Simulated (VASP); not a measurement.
These are r2SCAN meta-GGA, VASP's PBE PAW potentials (set 64) (plane waves; VASP 6.6.1) values and carry that method's errors.

The input files of a VASP run:

**INCAR**
```
NSW = 50
DIPOL = 0.5 0.5 0.5
ENCUT = 400   ! plane-wave cut-off (eV)
EDIFF = 1E-5   ! SCF stop (eV)
NELMIN = 4
SYSTEM = Ca(100) slab
LWAVE = .TRUE.
IDIPOL = 3
NELM = 100   ! most electronic steps
ISIF = 2   ! forces and stress, cell fixed
SIGMA = 0.1
LCHARG = .FALSE.
LASPH = .TRUE.   ! aspherical one-centre terms
LMIXTAU = .TRUE.
ISMEAR = 1   ! Methfessel-Paxton
LDIPOL = .TRUE.
PREC = Normal
IBRION = 2
EDIFFG = -0.03   ! ionic stop
ALGO = Normal   ! blocked Davidson
METAGGA = R2SCAN
LREAL = .FALSE.
```

### KPOINTS
```
Automatic mesh
0
Gamma
7 7 1
0 0 0
```

File POSCAR:
```
Ca(100) slab
1
    3.9404282434     0.0000000000     0.0000000000
    0.0000000000     3.9404282434    -0.0000000000
   -0.0000000000    -0.0000000000    26.1253395753
Ca
4
Direct
  0.0000000000   0.5000000000   0.3400230000
  0.5000000000   0.0000000000   0.4466740000
  0.0000000000   0.5000000000   0.5533260000
  0.5000000000   0.0000000000   0.6599770000
```

POTCAR, in this order: Ca_sv (PBE.64 set). Program: vasp_std.

Output

OSZICAR:
```
...
DAV:  78    -0.271979041129E+02   -0.89037E-03   -0.40085E-04   480   0.675E-02    0.705E-02
DAV:  79    -0.271975654902E+02    0.33862E-03   -0.17232E-05   408   0.213E-02    0.709E-02
DAV:  80    -0.271958757089E+02    0.16898E-02   -0.51007E-04   400   0.124E-01    0.722E-02
DAV:  81    -0.272533134649E+02   -0.57438E-01   -0.34023E-02   544   0.103E+00    0.154E-01
DAV:  82    -0.272514907846E+02    0.18227E-02   -0.14349E-03   624   0.173E-01    0.168E-01
DAV:  83    -0.272928892239E+02   -0.41398E-01   -0.11306E-02   544   0.977E-01    0.165E-01
DAV:  84    -0.273115911366E+02   -0.18702E-01   -0.14714E-03   640   0.332E-01    0.170E-01
DAV:  85    -0.273152725882E+02   -0.36815E-02   -0.81205E-05   480   0.568E-02    0.154E-01
DAV:  86    -0.273320072851E+02   -0.16735E-01   -0.36930E-03   632   0.498E-01    0.107E-01
DAV:  87    -0.273311817775E+02    0.82551E-03   -0.16594E-04   592   0.976E-02    0.868E-02
DAV:  88    -0.273312018256E+02   -0.20048E-04   -0.28723E-05   432   0.306E-02    0.808E-02
DAV:  89    -0.273442852228E+02   -0.13083E-01   -0.63619E-04   496   0.258E-01    0.841E-02
DAV:  90    -0.273539554563E+02   -0.96702E-02   -0.63413E-04   544   0.241E-01    0.824E-02
DAV:  91    -0.273892389003E+02   -0.35283E-01   -0.58333E-03   576   0.724E-01    0.397E-02
DAV:  92    -0.273820609286E+02    0.71780E-02   -0.41801E-04   552   0.156E-01    0.353E-02
DAV:  93    -0.273796183146E+02    0.24426E-02   -0.37097E-05   480   0.614E-02    0.341E-02
DAV:  94    -0.273764121760E+02    0.32061E-02   -0.35312E-05   368   0.688E-02    0.336E-02
DAV:  95    -0.273541007930E+02    0.22311E-01   -0.23377E-03   488   0.487E-01    0.305E-02
DAV:  96    -0.273323945473E+02    0.21706E-01   -0.19630E-03   528   0.357E-01    0.490E-02
DAV:  97    -0.272750784112E+02    0.57316E-01   -0.14167E-02   480   0.115E+00    0.690E-02
DAV:  98    -0.272506278610E+02    0.24451E-01   -0.49861E-03   544   0.584E-01    0.105E-01
DAV:  99    -0.272284388942E+02    0.22189E-01   -0.36079E-03   528   0.499E-01    0.115E-01
DAV: 100    -0.272206650593E+02    0.77738E-02   -0.78194E-04   616   0.197E-01
   1 F= -.27220665E+02 E0= -.27221275E+02  d E =-.272207E+02
       N       E                     dE             d eps       ncg     rms          rms(c)
DAV:   1    -0.272154017503E+02    0.13037E-01   -0.23587E-01   480   0.380E+00    0.172E-01
DAV:   2    -0.272041998880E+02    0.11202E-01   -0.15135E-02   512   0.100E+00    0.983E-02
DAV:   3    -0.271975623990E+02    0.66375E-02   -0.59377E-03   480   0.666E-01    0.431E-02
DAV:   4    -0.272012655628E+02   -0.37032E-02   -0.37811E-03   480   0.500E-01    0.162E-02
DAV:   5    -0.271983497321E+02    0.29158E-02   -0.11178E-03   480   0.228E-01    0.130E-02
DAV:   6    -0.271975247720E+02    0.82496E-03   -0.94364E-04   480   0.152E-01    0.803E-03
DAV:   7    -0.271978859791E+02   -0.36121E-03   -0.86586E-04   496   0.139E-01    0.656E-03
DAV:   8    -0.271980963493E+02   -0.21037E-03   -0.16520E-04   424   0.740E-02    0.631E-03
DAV:   9    -0.271981875380E+02   -0.91189E-04   -0.24858E-04   480   0.107E-01    0.535E-03
DAV:  10    -0.271980847409E+02    0.10280E-03   -0.10579E-04   320   0.664E-02    0.449E-03
DAV:  11    -0.271981310371E+02   -0.46296E-04   -0.87874E-05   400   0.690E-02    0.282E-03
DAV:  12    -0.271979487278E+02    0.18231E-03   -0.13630E-04   400   0.771E-02    0.234E-03
DAV:  13    -0.271981866930E+02   -0.23797E-03   -0.96416E-05   320   0.555E-02    0.118E-03
DAV:  14    -0.271981976162E+02   -0.10923E-04   -0.32950E-05   336   0.504E-02    0.793E-04
DAV:  15    -0.271981691983E+02    0.28418E-04   -0.17354E-05   336   0.375E-02    0.956E-04
DAV:  16    -0.271981855281E+02   -0.16330E-04   -0.54717E-06   360   0.162E-02    0.519E-04
DAV:  17    -0.271981983512E+02   -0.12823E-04   -0.60992E-06   312   0.239E-02    0.304E-04
DAV:  18    -0.271982098670E+02   -0.11516E-04   -0.53543E-06   312   0.195E-02    0.352E-04
DAV:  19    -0.271981995073E+02    0.10360E-04   -0.37185E-06   304   0.209E-02    0.194E-04
DAV:  20    -0.271981975463E+02    0.19610E-05   -0.84782E-07   280   0.106E-02
   2 F= -.27198198E+02 E0= -.27198675E+02  d E =0.224675E-01
       N       E                     dE             d eps       ncg     rms          rms(c)
DAV:   1    -0.271950393819E+02    0.31601E-02   -0.21238E+00   480   0.114E+01    0.332E-01
DAV:   2    -0.271992950034E+02   -0.42556E-02   -0.82016E-02   528   0.231E+00    0.125E-01
DAV:   3    -0.272004475581E+02   -0.11526E-02   -0.31868E-02   496   0.130E+00    0.687E-02
DAV:   4    -0.271986900433E+02    0.17575E-02   -0.49141E-03   592   0.380E-01    0.253E-02
DAV:   5    -0.271984092865E+02    0.28076E-03   -0.14952E-03   512   0.206E-01    0.127E-02
DAV:   6    -0.272004366906E+02   -0.20274E-02   -0.16395E-03   504   0.156E-01    0.549E-03
DAV:   7    -0.272004994188E+02   -0.62728E-04   -0.27049E-04   472   0.112E-01    0.269E-03
DAV:   8    -0.272005651975E+02   -0.65779E-04   -0.91241E-05   432   0.745E-02    0.138E-03
DAV:   9    -0.272005796975E+02   -0.14500E-04   -0.16735E-05   368   0.317E-02    0.106E-03
DAV:  10    -0.272005841700E+02   -0.44725E-05   -0.38266E-06   416   0.146E-02
   3 F= -.27200584E+02 E0= -.27201177E+02  d E =0.200809E-01
       N       E                     dE             d eps       ncg     rms          rms(c)
DAV:   1    -0.271780047116E+02    0.22575E-01   -0.84963E+00   480   0.228E+01    0.663E-01
DAV:   2    -0.271810184917E+02   -0.30138E-02   -0.31757E-01   560   0.453E+00    0.257E-01
DAV:   3    -0.271996666925E+02   -0.18648E-01   -0.12237E-01   512   0.243E+00    0.133E-01
DAV:   4    -0.272078934558E+02   -0.82268E-02   -0.13438E-02   592   0.903E-01    0.559E-02
DAV:   5    -0.272010732356E+02    0.68202E-02   -0.77604E-03   512   0.550E-01    0.281E-02
DAV:   6    -0.271996164921E+02    0.14567E-02   -0.21242E-03   480   0.368E-01    0.133E-02
DAV:   7    -0.271995041324E+02    0.11236E-03   -0.87119E-04   656   0.169E-01    0.931E-03
DAV:   8    -0.271993502838E+02    0.15385E-03   -0.41748E-04   496   0.149E-01    0.523E-03
DAV:   9    -0.271994104624E+02   -0.60179E-04   -0.77088E-05   488   0.780E-02    0.230E-03
DAV:  10    -0.271994331101E+02   -0.22648E-04   -0.42182E-05   336   0.605E-02    0.174E-03
DAV:  11    -0.271995082764E+02   -0.75166E-04   -0.21946E-05   320   0.343E-02    0.124E-03
DAV:  12    -0.271995189500E+02   -0.10674E-04   -0.29722E-05   320   0.460E-02    0.988E-04
DAV:  13    -0.271995575534E+02   -0.38603E-04   -0.16162E-05   320   0.332E-02    0.680E-04
DAV:  14    -0.271995860497E+02   -0.28496E-04   -0.97034E-06   376   0.297E-02    0.736E-04
DAV:  15    -0.271995920768E+02   -0.60271E-05   -0.31426E-06   344   0.182E-02
   4 F= -.27199592E+02 E0= -.27200341E+02  d E =0.210730E-01
       N       E                     dE             d eps       ncg     rms          rms(c)
DAV:   1    -0.271923661755E+02    0.72199E-02   -0.33197E+00   480   0.143E+01    0.415E-01
DAV:   2    -0.272214779055E+02   -0.29112E-01   -0.12529E-01   528   0.292E+00    0.154E-01
DAV:   3    -0.272040380260E+02    0.17440E-01   -0.44158E-02   520   0.166E+00    0.845E-02
DAV:   4    -0.271984759833E+02    0.55620E-02   -0.90593E-03   536   0.503E-01    0.304E-02
DAV:   5    -0.272000836358E+02   -0.16077E-02   -0.17376E-03   696   0.208E-01    0.146E-02
DAV:   6    -0.272008180419E+02   -0.73441E-03   -0.37117E-04   512   0.120E-01    0.800E-03
DAV:   7    -0.272010060411E+02   -0.18800E-03   -0.27707E-04   520   0.109E-01    0.420E-03
DAV:   8    -0.272010868333E+02   -0.80792E-04   -0.95505E-05   520   0.801E-02    0.228E-03
DAV:   9    -0.272010685147E+02    0.18319E-04   -0.18301E-05   400   0.293E-02    0.148E-03
DAV:  10    -0.272010903231E+02   -0.21808E-04   -0.68045E-06   360   0.220E-02    0.890E-04
DAV:  11    -0.272011252058E+02   -0.34883E-04   -0.17202E-05   344   0.425E-02    0.745E-04
DAV:  12    -0.272011132662E+02    0.11940E-04   -0.16586E-06   304   0.127E-02    0.536E-04
DAV:  13    -0.272011155126E+02   -0.22464E-05   -0.15798E-06   288   0.128E-02
   5 F= -.27201116E+02 E0= -.27201777E+02  d E =0.195495E-01
```

File OUTCAR:
```
------------------------ aborting loop because EDIFF is reached ----------------------------------------
  FORCE on cell =-STRESS in cart. coord.  units (eV):
  Direction    XX          YY          ZZ          XY          YZ          ZX
  --------------------------------------------------------------------------------------
  Total       -0.7893608     -0.7893608     -0.3321280      0.0000000     -0.0000000      0.0000000
  in kB       -3.1177215     -3.1177215     -1.3117991      0.0000000     -0.0000000      0.0000000
  external PRESSURE =      -2.5157474 kB  Pullay stress =       0.0000000 kB
  volume of cell :      405.65
      direct lattice vectors                 reciprocal lattice vectors
     3.940428243  0.000000000  0.000000000     0.253779523  0.000000000  0.000000000
     0.000000000  3.940428243  0.000000000     0.000000000  0.253779523  0.000000000
     0.000000000  0.000000000 26.125339575     0.000000000  0.000000000  0.038277014
 POSITION                                       TOTAL-FORCE (eV/Angst)
 -----------------------------------------------------------------------------------
      0.00000      1.97021      8.89657         0.000000      0.000000      0.027954
      1.97021      0.00000     11.63856         0.000000     -0.000000      0.013502
      0.00000      1.97021     14.48678         0.000000      0.000000     -0.013502
      1.97021      0.00000     17.22877         0.000000     -0.000000     -0.027954
 -----------------------------------------------------------------------------------
    total drift:                               -0.000000     -0.000000      0.000000
  FREE ENERGIE OF THE ION-ELECTRON SYSTEM (eV)
  ---------------------------------------------------
  free  energy   TOTEN  =       -27.2011155126 eV

  energy  without entropy=      -27.2030988080  energy(sigma->0) =      -27.20177661

 reached required accuracy - stopping structural energy minimisation
```
(Selected blocks of OUTCAR.)

### CONTCAR
```
Ca(100) slab
   1.00000000000000
     3.9404282434000000    0.0000000000000000    0.0000000000000000
     0.0000000000000000    3.9404282434000000    0.0000000000000000
     0.0000000000000000    0.0000000000000000   26.1253395753000000
  Ca
     4
Direct
     0.0000000000000000    0.5000000000000000    0.3405342523469034
     0.5000000000000000    0.0000000000000000    0.4454892300789062
     0.0000000000000000    0.5000000000000000    0.5545107699210937
     0.5000000000000000    0.0000000000000000    0.6594657476530964
```

The cell is a thin slab with vacuum, built from Ca (fcc): (100) face.
